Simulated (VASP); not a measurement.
All values below come from PBE GGA, VASP's PBE PAW potentials (set 64) (plane waves; VASP).

Input for VASP

POSCAR:
```
ZnS
1
    1.9482000000    -3.3743810000     0.0000000000
    1.9482000000     3.3743810000     0.0000000000
    0.0000000000     0.0000000000     6.3852000000
Zn S
2 2
Direct
  0.6666670000   0.3333330000   0.5000000000
  0.3333330000   0.6666670000   0.0000000000
  0.6666670000   0.3333330000   0.8750000000
  0.3333330000   0.6666670000   0.3750000000
```

KPOINTS:
```
K-points
0
Gamma
 6 6 3
```

INCAR:
```
! general
SYSTEM  = ZnS
PREC    = Accurate
ENCUT   = 400   ! plane-wave cut-off (eV)
LREAL   = .FALSE.   ! projection in real space or not
LASPH   = .TRUE.   ! aspherical one-centre terms

! electronic loop
EDIFF   = 1E-6   ! SCF stop (eV)
NELM    = 100
ALGO    = Normal   ! blocked Davidson
IMIX    = 4
AMIX    = 1.0
BMIX    = 3.0
LMAXMIX = 4   ! l cut-off of mixed one-centre charges

! smearing
ISMEAR  = 0
SIGMA   = 0.05   ! width (eV)

! functional
GGA     = PE

! ions
ISIF    = 2

! output
LWAVE   = .FALSE.
LCHARG  = .FALSE.
```

POTCAR, in this order: Zn S (PBE.64 set). Program: vasp_std.

Output

### OSZICAR
```
       N       E                     dE             d eps       ncg     rms          rms(c)
DAV:   1     0.204706372437E+03    0.20471E+03   -0.15256E+04   616   0.161E+03
DAV:   2     0.394711914290E+01   -0.20076E+03   -0.19522E+03   658   0.328E+02
DAV:   3    -0.141456564422E+02   -0.18093E+02   -0.18024E+02   736   0.104E+02
DAV:   4    -0.145172308954E+02   -0.37157E+00   -0.37133E+00   724   0.160E+01
DAV:   5    -0.145245485584E+02   -0.73177E-02   -0.73173E-02   750   0.214E+00    0.896E+00
DAV:   6    -0.136267022891E+02    0.89785E+00   -0.22511E+00   938   0.453E+01    0.625E+00
DAV:   7    -0.136808020231E+02   -0.54100E-01   -0.21109E+00   728   0.142E+01    0.234E+00
DAV:   8    -0.136600810810E+02    0.20721E-01   -0.19778E-01   712   0.864E+00    0.853E-01
DAV:   9    -0.136631550883E+02   -0.30740E-02   -0.38918E-02   908   0.306E+00    0.197E-01
DAV:  10    -0.136631739651E+02   -0.18877E-04   -0.53638E-03   840   0.775E-01    0.787E-02
DAV:  11    -0.136636877870E+02   -0.51382E-03   -0.88925E-04   688   0.271E-01    0.460E-02
DAV:  12    -0.136639091983E+02   -0.22141E-03   -0.25686E-04   700   0.985E-02    0.280E-02
DAV:  13    -0.136639267449E+02   -0.17547E-04   -0.37553E-05   754   0.898E-02    0.873E-03
DAV:  14    -0.136639279398E+02   -0.11949E-05   -0.77424E-06   724   0.454E-02    0.165E-03
DAV:  15    -0.136639284385E+02   -0.49868E-06   -0.11305E-06   500   0.121E-02
   1 F= -.13663928E+02 E0= -.13663928E+02  d E =-.418744E-11
```

File OUTCAR:
```
------------------------ aborting loop because EDIFF is reached ----------------------------------------
  FORCE on cell =-STRESS in cart. coord.  units (eV):
  Direction    XX          YY          ZZ          XY          YZ          ZX
  --------------------------------------------------------------------------------------
  Total       -1.3247915     -1.3247912     -1.3493075      0.0000000      0.0000000      0.0000000
  in kB      -25.2828455    -25.2828397    -25.7507198      0.0000000      0.0000000      0.0000000
  external PRESSURE =     -25.4388017 kB  Pullay stress =       0.0000000 kB
  volume of cell :       83.95
      direct lattice vectors                 reciprocal lattice vectors
     1.948200000 -3.374381000  0.000000000     0.256647161 -0.148175325  0.000000000
     1.948200000  3.374381000  0.000000000     0.256647161  0.148175325  0.000000000
     0.000000000  0.000000000  6.385200000     0.000000000  0.000000000  0.156612166
  FREE ENERGIE OF THE ION-ELECTRON SYSTEM (eV)
  ---------------------------------------------------
  free  energy   TOTEN  =       -13.6639284385 eV

  energy  without entropy=      -13.6639284385  energy(sigma->0) =      -13.66392844
```
(Selected blocks of OUTCAR.)

The compound is ZnS in the wurtzite structure, the high-temperature form. The cell was not relaxed at this level. The run is one of a series of settings (AMIX = 1.0, BMIX = 3.0, IMIX = 4 against the base run), some of them coarse on purpose.
